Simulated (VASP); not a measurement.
Here is the system:

```yaml
crystal:
  lattice:
    - [3.10643, 0.00000, 0.00000]
    - [-1.55321, 2.69024, 0.00000]
    - [0.00000, 0.00000, 9.99495]
  atoms:
    - { symbol: Hf, position: [0.00000, 0.00000, 0.00000] }
    - { symbol: Hf, position: [0.00000, 0.00000, 0.50000] }
    - { symbol: Hf, position: [0.33333, 0.66667, 0.25000] }
    - { symbol: Hf, position: [0.66667, 0.33333, 0.75000] }
```

Level of theory: PBEsol GGA, VASP's PBE PAW potentials (set 64) (plane waves; VASP). Numerical set-up: 300 eV cut-off, 16×16×5 Γ-centred mesh, Fermi-Dirac smearing of 0.10 eV, potentials Hf_pv.

At this cut-off the stress carries a Pulay error, which pulls relaxed volumes low. Unless said otherwise, spin-orbit coupling is left out, though it shifts the bands of the heavy elements here.

Q: What does the run give for the energy per atom (σ→0), pressure, band gap (on the k-mesh) with the smallest direct gap where there is one?

A: 
The band gap (on the k-mesh) is none (metal, semimetal or under 0.01 eV), the energy per atom (σ→0) is -10.435 eV/atom and the pressure comes out as 39.9 kbar.

The structure was generated: Hf was put into an ordered model structure, which need not be its known phase. The cell was not relaxed at this level. VASP warned that the highest band is occupied, so more bands are needed.
